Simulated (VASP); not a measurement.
TiN:

```
Ti N
1.0
     0.00000    2.11900    2.11900
     2.11900    0.00000    2.11900
     2.11900    2.11900    0.00000
Ti N
1 1
Direct
  0.00000 0.00000 0.00000
  0.50000 0.50000 0.50000
```

| Property | Result |
| --- | --- |
| Program | VASP 6.6.1 |
| Task | relaxation of cell and atoms |
| Functional | LDA |
| Potentials or basis | VASP PAW LDA potentials, release 64 (Ti_sv, N) |
| Cutoff | 600 eV |
| k mesh | 16 × 16 × 16 |
| Occupations | methfessel-paxton, width 0.1 eV |
| Spin | no spin polarisation |

At the start: pressure -12.9 GPa; volume 9.51 Å³/atom.

Task: How do energy, volume and symmetry change on relaxing?

Result: Over 4 steps the energy falls by 17.1 meV/atom and the volume is 9.10 Å³/atom (-4.3 %); space group Fm-3m (No. 225, to 0.05 Å).

The path:
```csv
step,energy change (eV),largest force (eV/Å),pressure (GPa),volume (Å³)
1,0.0000,0.0000,-12.85,19.03
2,0.0539,0.0000,24.97,17.00
3,-0.0343,0.0000,-0.26,18.22
4,-0.0343,0.0000,-0.02,18.20
```

Final structure:
```cif
data_structure
_symmetry_space_group_name_H-M 'P 1'
_symmetry_Int_Tables_number 1
_cell_length_a 2.9527
_cell_length_b 2.9527
_cell_length_c 2.9527
_cell_angle_alpha 60.000
_cell_angle_beta 60.000
_cell_angle_gamma 60.000
_cell_volume 18.20
loop_
_atom_site_label
_atom_site_type_symbol
_atom_site_fract_x
_atom_site_fract_y
_atom_site_fract_z
_atom_site_occupancy
Ti1 Ti 0.00000 0.00000 0.00000 1
N1 N 0.50000 0.50000 0.50000 1
```
